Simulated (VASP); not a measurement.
```yaml
crystal:
  lattice:
    - [3.55299, 0.00000, 0.00000]
    - [-1.77649, 3.07698, 0.00000]
    - [0.00000, 0.00000, 5.81533]
  atoms:
    - { symbol: Sn, position: [0.33333, 0.66667, 0.99976] }
    - { symbol: Sn, position: [0.66667, 0.33333, 0.49976] }
    - { symbol: C, position: [0.33333, 0.66667, 0.37524] }
    - { symbol: C, position: [0.66667, 0.33333, 0.87524] }
```

Level of theory: PBEsol GGA, VASP's PBE PAW potentials (set 64) (plane waves; VASP). Settings: 520 eV cut-off, 8×8×5 Γ-centred mesh, tetrahedra with Blöchl corrections, potentials Sn_d C.

The cores are frozen, which limits the accuracy of field gradients.

Q: Give the principal components of the electric field gradient (V/Å²) and the asymmetry η at each nucleus.

A: 
```csv
atom,Vxx,Vyy,Vzz,η
Sn1,-3.7,-3.7,7.3,0.00
Sn2,-3.7,-3.7,7.3,0.00
C3,-0.7,-0.7,1.4,0.00
C4,-0.7,-0.7,1.4,0.00
```

The structure was generated: SnC was put into the wurtzite type (P6_3mc), which need not be its known phase. It was relaxed first.
